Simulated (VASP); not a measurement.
**VASP inputs for NaGeCl₃ (cubic perovskite)**

INCAR

```
ALGO = Normal
LCHARG = .FALSE.
EDIFF = 1E-7
NSW = 0
NBANDS = 29
NELM = 120
METAGGA = R2SCAN
PREC = Accurate
IBRION = -1
LWAVE = .FALSE.
ISIF = 2
SIGMA = 0.01
ENCUT = 520
ISMEAR = 0
LASPH = .TRUE.
LREAL = .FALSE.
```

KPOINTS

```
KPOINTS created by Atomic Simulation Environment
0
Gamma
6 6 6
0 0 0
```

KPOINTS_OPT

```
special points
4
Reciprocal
0.0000000000 0.0000000000 0.0000000000 1
0.0000000000 0.5000000000 0.0000000000 1
0.5000000000 0.5000000000 0.0000000000 1
0.5000000000 0.5000000000 0.5000000000 1
```

POSCAR

```
Na Ge Cl
 1.0000000000000000
     5.1908704463933084   -0.0000000000000000   -0.0000000000000000
    -0.0000000000000000    5.1908704463933084   -0.0000000000000000
     0.0000000000000000    0.0000000000000000    5.1908704463933084
 Na  Ge  Cl
   1   1   3
Cartesian
 -0.0000000000000000  0.0000000000000000  0.0000000000000000
  2.5954352231966542  2.5954352231966542  2.5954352231966542
  2.5954352231966542  2.5954352231966542 -0.0000000000000000
  2.5954352231966542 -0.0000000000000000  2.5954352231966542
  0.0000000000000000  2.5954352231966542  2.5954352231966542
```

VASP ran with the recommended PBE PAW datasets (42 valence electrons in the cell).

**Question.** What does this run give?

**Answer.** gap between bands v and c 0.78 eV; least direct gap 0.78 eV; pressure -0.3 GPa.

Band v is the last that the valence electrons fill when counted band by band, and c is the next. Levels in eV from the top of v:

```json
{"point": "Γ", "v−1": "-3.81", "v": "-3.81", "c": "1.55", "c+1": "5.57"}
{"point": "X", "v−1": "-3.83", "v": "-2.52", "c": "1.78", "c+1": "3.30"}
{"point": "M", "v−1": "-3.28", "v": "-1.22", "c": "1.33", "c+1": "1.33"}
{"point": "R", "v−1": "-3.27", "v": "0.00", "c": "0.78", "c+1": "0.78"}
```
